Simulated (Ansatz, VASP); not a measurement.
Ta3AsAu2O13 in VASP and in Ansatz

INCAR

```
PREC     = Accurate       # precision mode
ENCUT    = 520            # plane-wave cutoff, eV
EDIFF    = 1E-7           # SCF threshold, eV
ISMEAR   = -1             # smearing method
SIGMA    = 0.05           # smearing width, eV
LREAL    = F              # projectors in reciprocal space
LASPH    = T              # aspherical terms in the spheres
NELM     = 80             # most SCF steps
ALGO     = Normal         # electronic algorithm
ISIF     = 2              # what is computed and relaxed
LWAVE    = F              # write WAVECAR
LCHARG   = F              # write CHGCAR
GGA      = PE             # functional
NBANDS   = 84             # bands
KPAR     = 4
```

KPOINTS

```
Automatic mesh
0
Gamma
  4 4 4
```

POSCAR

```
Ta3AsAu2O13
1.0
    5.2071852486      3.0063660993      4.1149256052
   -5.2071852486      3.0063660993      4.1149256052
    0.0000000000     -6.0127421316      4.1149256052
Ta As Au O
3 1 2 13
Direct
    0.2310800000      0.5722900000      0.2310800000
    0.2310800000      0.2310800000      0.5722900000
    0.5722900000      0.2310800000      0.2310800000
    0.5587800000      0.5587800000      0.5587800000
    0.9655900000      0.9655900000      0.9655900000
    0.7510500000      0.7510500000      0.7510500000
    0.4088400000      0.6676200000      0.4088400000
    0.4088400000      0.4088400000      0.6676200000
    0.6676200000      0.4088400000      0.4088400000
    0.4972600000      0.0131300000      0.3602400000
    0.3602400000      0.4972600000      0.0131300000
    0.0131300000      0.3602400000      0.4972600000
    0.3602400000      0.0131300000      0.4972600000
    0.0131300000      0.4972600000      0.3602400000
    0.4972600000      0.3602400000      0.0131300000
    0.1096300000      0.7480600000      0.1096300000
    0.1096300000      0.1096300000      0.7480600000
    0.7480600000      0.1096300000      0.1096300000
    0.3084000000      0.3084000000      0.3084000000
```

The input input.yaml:

```yaml
crystal:
  lattice:
    - [5.2071852486, 3.0063660993, 4.1149256052]
    - [-5.2071852486, 3.0063660993, 4.1149256052]
    - [0.0, -6.0127421316, 4.1149256052]
  atoms:
    - { symbol: Ta, position: [0.23108, 0.57229, 0.23108] }
    - { symbol: Ta, position: [0.23108, 0.23108, 0.57229] }
    - { symbol: Ta, position: [0.57229, 0.23108, 0.23108] }
    - { symbol: As, position: [0.55878, 0.55878, 0.55878] }
    - { symbol: Au, position: [0.96559, 0.96559, 0.96559] }
    - { symbol: Au, position: [0.75105, 0.75105, 0.75105] }
    - { symbol: O, position: [0.40884, 0.66762, 0.40884] }
    - { symbol: O, position: [0.40884, 0.40884, 0.66762] }
    - { symbol: O, position: [0.66762, 0.40884, 0.40884] }
    - { symbol: O, position: [0.49726, 0.01313, 0.36024] }
    - { symbol: O, position: [0.36024, 0.49726, 0.01313] }
    - { symbol: O, position: [0.01313, 0.36024, 0.49726] }
    - { symbol: O, position: [0.36024, 0.01313, 0.49726] }
    - { symbol: O, position: [0.01313, 0.49726, 0.36024] }
    - { symbol: O, position: [0.49726, 0.36024, 0.01313] }
    - { symbol: O, position: [0.10963, 0.74806, 0.10963] }
    - { symbol: O, position: [0.10963, 0.10963, 0.74806] }
    - { symbol: O, position: [0.74806, 0.10963, 0.10963] }
    - { symbol: O, position: [0.3084, 0.3084, 0.3084] }
hamiltonian:
  xc: pbe
  pseudopotentials: { kind: paw }
kpoints:
  mp_grid: { grid: [4, 4, 4] }
scf:
  occupations: { method: fermi_dirac, width: 0.05 }
output:
  forces: true
  stress: true
  eigenvalues: true
```

Change from the starting cell: volume scaled by 0.98.

Alike in both runs: task single point; functional PBE; k mesh 4 × 4 × 4; occupations fermi-dirac, width 0.05 eV; no spin polarisation.

|  | VASP | Ansatz |
| --- | --- | --- |
| version | VASP 6.6.1 | Ansatz 0.2.0 |
| potentials or method | VASP PAW PBE potentials, release 64 (Ta_pv, As, Au, O) | Ansatz PAW |
| plane-wave cutoff (eV) | 520 | 420 |
| valence electrons in the cell | 138 | 170 |

VASP gave:

```
gap on the k mesh at the Fermi level (eV)       : 1.11
least direct gap on the mesh (eV)               : 1.16
pressure (GPa)                                  : 2.8
largest component of the traceless stress (GPa) : 0.88
rms of the force components (eV/Å)              : 0.249
```

Question: Estimate Ansatz's values.

Answer: gap on the k mesh at the Fermi level (eV): 1.13; least direct gap on the mesh (eV): 1.17; pressure (GPa): 2.2; largest component of the traceless stress (GPa): 0.57; rms of the force components (eV/Å): 0.157.

Atom by atom the forces differ by 0.105 eV/Å (rms over components). The two sets of potentials don't hold the same shells in valence.

Caveats: spin-orbit coupling is left out, which moves the levels of the heavy elements; the pressure holds a Pulay correction of +0.4 GPa for the finite cutoff (Ansatz). A k mesh can miss the band edges.
